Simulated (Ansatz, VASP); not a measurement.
# TaN: VASP beside Ansatz, part 2 of 3

One calculation is typed for both programs; each brings its own data sets. How far apart do they land? The cell is taken from a series of runs on this material, whose earlier steps may have relaxed, scaled, displaced or heated it; both programs get it as it stands.

VASP 6.6.1 and Ansatz 0.2.0.

So far: The starting structure; Ansatz: zone-centre phonons, LDA.

### 3. VASP: zone-centre phonons, LDA

Level of this step: LDA; plane waves and PAW (N, Ta_pv) (VASP).

The same cell, functional (in two slightly different forms), mesh and smearing now go to VASP, with its own data sets.

Lines of VASP's logs that name or quote its potential files are left out, and so is its time.

INCAR reads:

```
SYSTEM = TaN
PREC = Accurate
ENCUT = 600
EDIFF = 1E-08
NELM = 120
ISMEAR = 1
SIGMA = 0.2
LREAL = .FALSE.
ALGO = Normal
GGA = PW92
NBANDS = 30
LASPH = .TRUE.
LORBIT = 11
LWAVE = .FALSE.
LCHARG = .FALSE.
ISIF = 2
IBRION = 8
GGA_COMPAT = .FALSE.
KPAR = 2
```

POSCAR reads:

```
TaN
1.0
    5.1291468115      0.0000000000      0.0000000000
   -2.5645734057      4.4419714385      0.0000000000
    0.0000000000      0.0000000000      2.8678739600
N Ta
3 3
Direct
    0.3939437417      0.0000000000      0.0000000000
    0.6060562583      0.6060562583      0.0000000000
    0.0000000000      0.3939437417      0.0000000000
    0.3333333333      0.6666666667      0.5000000000
    0.6666666667      0.3333333333      0.5000000000
    0.0000000000      0.0000000000      0.0000000000
```

KPOINTS reads:

```
Automatic mesh
0
Gamma
9 9 12
0 0 0
```

Potentials, in the order of the species: N and Ta_pv (LDA family, release 64).

Command:

```console
mpirun -np 2 vasp_std
```

What it wrote:

```text
[banner, memory and clock lines left out]
running    2 mpi-ranks, on    1 nodes
 distrk:  each k-point on    1 cores,    2 groups
 distr:  one band on    1 cores,    1 groups

 POSCAR found type information on POSCAR N Ta
 POSCAR found :  2 types and       6 ions
|                                                                             |
|               ----> ADVICE to this user running VASP <----                  |
|                                                                             |
|     You enforced a specific xc type in the INCAR file but a different       |
|     [... a line on the potential file left out ...]
|     I HOPE YOU KNOW WHAT YOU ARE DOING!                                     |
|                                                                             |

 LDA part: xc-table for (Slater(with rela. corr.)+PW92), standard interpolation
 POSCAR, INCAR and KPOINTS ok, starting setup
 FFT: planning ... GRIDC
 FFT: planning ... GRID_SOFT
 FFT: planning ... GRID
 WAVECAR not read
 entering main loop
       N       E                     dE             d eps       ncg     rms          rms(c)
DAV:   1     0.478830605559E+03    0.47883E+03   -0.28790E+04  5040   0.187E+03
DAV:   2    -0.529915871346E+02   -0.53182E+03   -0.51373E+03  5868   0.508E+02
DAV:   3    -0.833683844417E+02   -0.30377E+02   -0.29879E+02  6036   0.113E+02
DAV:   4    -0.840321416696E+02   -0.66376E+00   -0.65709E+00  6252   0.157E+01
DAV:   5    -0.840488318097E+02   -0.16690E-01   -0.16667E-01  6272   0.196E+00    0.468E+01
DAV:   6    -0.745014478590E+02    0.95474E+01   -0.56792E+01  6068   0.411E+01    0.203E+01
DAV:   7    -0.742388379659E+02    0.26261E+00   -0.26149E+00  6100   0.908E+00    0.109E+01
DAV:   8    -0.741609272197E+02    0.77911E-01   -0.29766E-01  6098   0.366E+00    0.935E-01
DAV:   9    -0.741493944473E+02    0.11533E-01   -0.37620E-02  6500   0.155E+00    0.366E-01
DAV:  10    -0.741487747646E+02    0.61968E-03   -0.11020E-02  6108   0.529E-01    0.144E-01
DAV:  11    -0.741485050067E+02    0.26976E-03   -0.27254E-03  6238   0.314E-01    0.482E-02
DAV:  12    -0.741484740075E+02    0.30999E-04   -0.21141E-04  6130   0.844E-02    0.139E-02
DAV:  13    -0.741484746516E+02   -0.64412E-06   -0.11840E-05  6690   0.204E-02    0.388E-03
DAV:  14    -0.741484746004E+02    0.51195E-07   -0.90290E-07  6570   0.625E-03    0.135E-03
DAV:  15    -0.741484745886E+02    0.11803E-07   -0.55341E-08  5598   0.169E-03    0.319E-04
DAV:  16    -0.741484745876E+02    0.10023E-08   -0.10888E-08  4002   0.643E-04
   1 F= -.74148475E+02 E0= -.74149500E+02  d E =0.307652E-02
 Linear response reoptimize wavefunctions to high precision
DAV:   1    -0.741484745878E+02   -0.12005E-09   -0.16794E-09  3984   0.262E-04
DAV:   2    -0.741484745878E+02   -0.80036E-10   -0.39138E-10  3906   0.107E-04
 Linear response DOF=           7
 Linear response progress:
  Degree of freedom:   1/  7
       N       E                     dE             d eps       ncg     rms          rms(c)
RMM:   1    -0.250960714070E+00   -0.25096E+00    0.12262E-01 21546   0.241E+00
RMM:   2    -0.242864898756E+00    0.80958E-02   -0.13666E-02 17450   0.488E-01    0.390E-01
RMM:   3    -0.243798505793E+00   -0.93361E-03   -0.31399E-03 18165   0.219E-01    0.234E-01
RMM:   4    -0.244974896172E+00   -0.11764E-02   -0.72558E-04 17237   0.115E-01    0.678E-02
RMM:   5    -0.245298651791E+00   -0.32376E-03   -0.11578E-04 19113   0.431E-02    0.264E-02
RMM:   6    -0.245291815818E+00    0.68360E-05   -0.18723E-05 19672   0.167E-02    0.505E-03
RMM:   7    -0.245263999690E+00    0.27816E-04   -0.22123E-06 17953   0.606E-03    0.118E-03
RMM:   8    -0.245262047464E+00    0.19522E-05   -0.53616E-07 21049   0.202E-03    0.546E-04
RMM:   9    -0.245263362946E+00   -0.13155E-05   -0.63040E-07 19509   0.602E-04    0.240E-04
RMM:  10    -0.245262877676E+00    0.48527E-06    0.13067E-07 19844   0.280E-04    0.779E-05
RMM:  11    -0.245263158985E+00   -0.28131E-06   -0.77164E-08 20324   0.149E-04    0.232E-05
RMM:  12    -0.245263198613E+00   -0.39628E-07    0.35595E-08 20517   0.880E-05    0.606E-06
RMM:  13    -0.245263211562E+00   -0.12949E-07   -0.79814E-09 21432   0.669E-05    0.233E-06
RMM:  14    -0.245263207760E+00    0.38019E-08   -0.25460E-09 20751   0.602E-05    0.116E-06
 first order change of Fermi-energy   0.86641E-02
 force on displaced ion       1 direction 1 : -22.030   0.000   0.000
 Linear response progress:
  Degree of freedom:   2/  7
       N       E                     dE             d eps       ncg     rms          rms(c)
RMM:   1    -0.249195811444E+00   -0.24920E+00    0.15281E-01 35494   0.243E+00
RMM:   2    -0.242250063288E+00    0.69457E-02   -0.17066E-02 28892   0.526E-01    0.422E-01
RMM:   3    -0.243013169343E+00   -0.76311E-03   -0.34224E-03 30027   0.239E-01    0.261E-01
[...]
RMM:  12    -0.230063084762E+00   -0.90818E-07   -0.13975E-09 32036   0.772E-05    0.583E-06
RMM:  13    -0.230063073291E+00    0.11471E-07    0.23435E-08 33573   0.651E-05    0.398E-06
RMM:  14    -0.230063080500E+00   -0.72096E-08    0.36800E-09 31354   0.615E-05    0.868E-07
 first order change of Fermi-energy  -0.11950E-03
 force on displaced ion       1 direction 3 :   0.001   0.000 -18.773
 Linear response progress:
  Degree of freedom:   4/  7
[...]
RMM:  22    -0.203296464976E+00    0.88081E-08   -0.47067E-08 34557   0.869E-05    0.253E-07
 first order change of Fermi-energy  -0.42819E-03
 force on displaced ion       4 direction 1 : -29.881  -0.003   0.000
 Linear response progress:
  Degree of freedom:   5/  7
       N       E                     dE             d eps       ncg     rms          rms(c)
RMM:   1    -0.141016360008E+00   -0.14102E+00    0.10371E+01 10773   0.193E+01
RMM:   2    -0.167051824252E+00   -0.26035E-01   -0.39792E-02 17072   0.122E+00    0.137E-01
RMM:   3    -0.166500398448E+00    0.55143E-03   -0.70657E-03 18727   0.311E-01    0.745E-02
RMM:   4    -0.165960223939E+00    0.54017E-03   -0.91912E-04 21521   0.118E-01    0.268E-02
RMM:   5    -0.165785999899E+00    0.17422E-03   -0.80916E-05 20566   0.280E-02    0.719E-03
RMM:   6    -0.165739731095E+00    0.46269E-04   -0.37015E-05 21033   0.106E-02    0.129E-03
RMM:   7    -0.165738749179E+00    0.98192E-06   -0.11997E-05 20742   0.427E-03    0.489E-04
RMM:   8    -0.165739206402E+00   -0.45722E-06   -0.12221E-05 21125   0.193E-03    0.158E-04
RMM:   9    -0.165739774176E+00   -0.56777E-06   -0.46532E-06 22301   0.990E-04    0.696E-05
RMM:  10    -0.165740454093E+00   -0.67992E-06   -0.41248E-06 19883   0.587E-04    0.248E-05
RMM:  11    -0.165740535709E+00   -0.81616E-07   -0.16606E-06 21317   0.378E-04    0.161E-05
RMM:  12    -0.165740587325E+00   -0.51615E-07   -0.12823E-06 21335   0.256E-04    0.726E-06
RMM:  13    -0.165740637092E+00   -0.49768E-07   -0.76076E-07 21168   0.200E-04    0.270E-06
RMM:  14    -0.165740635778E+00    0.13140E-08   -0.39774E-07 22634   0.157E-04    0.176E-06
[...]
RMM:  25    -0.165740630480E+00   -0.53210E-08    0.20070E-07 21650   0.903E-05    0.132E-06
RMM:  26    -0.165740630497E+00   -0.16694E-10    0.19208E-07 21387   0.899E-05    0.132E-06
RMM:  27    -0.165740632384E+00   -0.18868E-08    0.19291E-07 21600   0.897E-05    0.125E-06
RMM:  28    -0.165740635385E+00   -0.30011E-08    0.17565E-07 22615   0.897E-05    0.837E-07
RMM:  29    -0.165740636623E+00   -0.12377E-08    0.18108E-07 21722   0.895E-05    0.747E-07
RMM:  30    -0.165740638828E+00   -0.22052E-08    0.15919E-07 22122   0.895E-05    0.540E-07
RMM:  31    -0.165740640242E+00   -0.14141E-08    0.17282E-07 22444   0.894E-05    0.329E-07
RMM:  32    -0.165740642659E+00   -0.24168E-08    0.15102E-07 22286   0.894E-05    0.856E-08
 first order change of Fermi-energy   0.20659E-03
 force on displaced ion       4 direction 3 :   0.000   0.000 -24.982
 Linear response progress:
  Degree of freedom:   6/  7
       N       E                     dE             d eps       ncg     rms          rms(c)
RMM:   1    -0.177115889449E+00   -0.17712E+00    0.10745E+01 10840   0.185E+01
RMM:   2    -0.209048787228E+00   -0.31933E-01   -0.52701E-02 16819   0.126E+00    0.298E-01
RMM:   3    -0.208745587446E+00    0.30320E-03   -0.91631E-03 18873   0.290E-01    0.176E-01
RMM:   4    -0.208354807039E+00    0.39078E-03   -0.94297E-04 19401   0.126E-01    0.651E-02
RMM:   5    -0.208235203268E+00    0.11960E-03   -0.13633E-04 20398   0.418E-02    0.256E-02
RMM:   6    -0.208185016853E+00    0.50186E-04   -0.39463E-05 20635   0.180E-02    0.457E-03
RMM:   7    -0.208182193357E+00    0.28235E-05   -0.69223E-06 20146   0.103E-02    0.222E-03
RMM:   8    -0.208182204361E+00   -0.11005E-07   -0.49483E-06 19916   0.499E-03    0.690E-04
RMM:   9    -0.208184952566E+00   -0.27482E-05   -0.19353E-06 20785   0.225E-03    0.403E-04
RMM:  10    -0.208185739247E+00   -0.78668E-06   -0.76305E-07 19779   0.141E-03    0.238E-04
RMM:  11    -0.208186282819E+00   -0.54357E-06   -0.10244E-06 20630   0.697E-04    0.131E-04
RMM:  12    -0.208186468985E+00   -0.18617E-06   -0.30004E-07 20487   0.499E-04    0.241E-05
RMM:  13    -0.208186562066E+00   -0.93081E-07   -0.19577E-07 21828   0.307E-04    0.131E-05
RMM:  14    -0.208186745509E+00   -0.18344E-06   -0.25704E-07 21140   0.230E-04    0.908E-06
RMM:  15    -0.208186663076E+00    0.82433E-07   -0.11902E-07 21185   0.180E-04    0.987E-06
RMM:  16    -0.208186709059E+00   -0.45982E-07   -0.10291E-07 21685   0.148E-04    0.699E-06
RMM:  17    -0.208186739262E+00   -0.30204E-07   -0.11168E-07 22465   0.129E-04    0.529E-06
RMM:  18    -0.208186781623E+00   -0.42361E-07   -0.93546E-08 22567   0.120E-04    0.124E-06
RMM:  19    -0.208186787296E+00   -0.56731E-08   -0.85523E-08 23393   0.109E-04    0.135E-06
 first order change of Fermi-energy  -0.39338E-03
 force on displaced ion       6 direction 1 : -29.924  -0.000   0.000
 Linear response progress:
  Degree of freedom:   7/  7
       N       E                     dE             d eps       ncg     rms          rms(c)
RMM:   1    -0.125337055057E+00   -0.12534E+00    0.12963E+01  8096   0.165E+01
RMM:   2    -0.150944375152E+00   -0.25607E-01   -0.34686E-02 11173   0.101E+00    0.142E-01
RMM:   3    -0.149675065687E+00    0.12693E-02   -0.47240E-03 12659   0.246E-01    0.699E-02
RMM:   4    -0.148819713415E+00    0.85535E-03   -0.72487E-04 13761   0.105E-01    0.321E-02
RMM:   5    -0.148458253012E+00    0.36146E-03   -0.56960E-05 14413   0.296E-02    0.308E-03
RMM:   6    -0.148483534556E+00   -0.25282E-04   -0.72157E-06 13618   0.914E-03    0.114E-03
RMM:   7    -0.148487770062E+00   -0.42355E-05   -0.50850E-06 14863   0.322E-03    0.575E-04
RMM:   8    -0.148492036530E+00   -0.42665E-05   -0.72782E-07 14390   0.125E-03    0.910E-05
RMM:   9    -0.148492324720E+00   -0.28819E-06   -0.72728E-07 15105   0.632E-04    0.401E-05
RMM:  10    -0.148492617792E+00   -0.29307E-06   -0.28307E-07 14743   0.370E-04    0.164E-05
RMM:  11    -0.148492751121E+00   -0.13333E-06   -0.23797E-07 14857   0.249E-04    0.107E-05
RMM:  12    -0.148492834352E+00   -0.83231E-07   -0.11223E-07 14670   0.181E-04    0.562E-06
RMM:  13    -0.148492866307E+00   -0.31955E-07   -0.72708E-08 15577   0.139E-04    0.242E-06
RMM:  14    -0.148492887170E+00   -0.20863E-07   -0.60579E-08 15216   0.115E-04    0.117E-06
RMM:  15    -0.148492902004E+00   -0.14834E-07   -0.37664E-08 14974   0.101E-04    0.931E-07
RMM:  16    -0.148492919258E+00   -0.17254E-07   -0.31252E-08 15163   0.931E-05    0.650E-07
RMM:  17    -0.148492907220E+00    0.12038E-07   -0.25598E-08 13980   0.873E-05    0.966E-07
RMM:  18    -0.148492916228E+00   -0.90078E-08   -0.21268E-08 13537   0.837E-05    0.295E-07
 first order change of Fermi-energy   0.54313E-03
 force on displaced ion       6 direction 3 :   0.000   0.000 -12.086
 Linear response finished
```

[end of part 2 of 3]

[Lines on the potential files, build, host, timing and source positions are cut from VASP's logs without a mark.]

[Logs are printed without paths, hosts, clocks, repeated set-up lines and the standing remarks that a program may print on its own settings, such as how far it seeks lower states.]

[Hosts, paths, dates, database ids (printed as entryN), source tags and the programs' standing remarks are cut or masked in the printed files.]
